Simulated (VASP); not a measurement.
An input for Quantum ESPRESSO's pw.x (written as the equivalent of a VASP run, and not itself run):

```
&CONTROL
  calculation = 'vc-relax'
  pseudo_dir = './pseudo'
  outdir = './out'
  tprnfor = .true.
  tstress = .true.
  nstep = 60
  forc_conv_thr = 0.00039
/
&SYSTEM
  ibrav = 0
  nat = 2
  ntyp = 2
  ecutwfc = 74
  occupations = 'smearing'
  smearing = 'gaussian'
  degauss = 0.003675
  input_dft = 'pw91'
/
&ELECTRONS
  conv_thr = 7.3e-08
  electron_maxstep = 100
/
&IONS
/
&CELL
/
ATOMIC_SPECIES
  K 39.098 K.upf
  I 126.904 I.upf
CELL_PARAMETERS angstrom
    -0.0000000    3.5912287    3.5912287
     3.5912287    0.0000000    3.5912287
     3.5912287    3.5912287    0.0000000
ATOMIC_POSITIONS crystal
  K    0.0000000  0.0000000  0.0000000
  I    0.5000000  0.5000000  0.5000000
K_POINTS automatic
  6 6 6 0 0 0
```

Task: Translate this input to VASP (INCAR, KPOINTS, POSCAR, choice of POTCAR).

Result: Several could match; the one computed here: 
### KPOINTS
```
Automatic mesh
0
Gamma
6 6 6
0 0 0
```

POSCAR:
```
KI
1
   -0.0000000000     3.5912287286     3.5912287286
    3.5912287286     0.0000000000     3.5912287286
    3.5912287286     3.5912287286     0.0000000000
K I
1 1
Direct
  0.0000000000   0.0000000000   0.0000000000
  0.5000000000   0.5000000000   0.5000000000
```

**INCAR**
```
SYSTEM = KI
PREC = Accurate
ENCUT = 520
EDIFF = 1E-6
NELM = 100
ALGO = Normal
LREAL = .FALSE.
LASPH = .TRUE.
ISMEAR = 0
SIGMA = 0.05
GGA = 91
LMAXMIX = 4
LWAVE = .FALSE.
LCHARG = .FALSE.
IBRION = 2
ISIF = 3
NSW = 60
EDIFFG = -0.01
```

POTCAR, in this order: K_sv I (PBE.64 set). Program: vasp_std.

The two are equivalent in intent, not identical: the potentials are each code's own (VASP's PAW set, PseudoDojo norm-conserving files in pw.x), so ENCUT and ecutwfc are chosen apart and not converted; conv_thr bounds pw.x's estimated SCF error, while EDIFF bounds the energy change between steps; forc_conv_thr acts on force components and is met together with etot_conv_thr.

The compound is KI in the rock salt structure. It was relaxed first. The start is the result of an earlier pass.
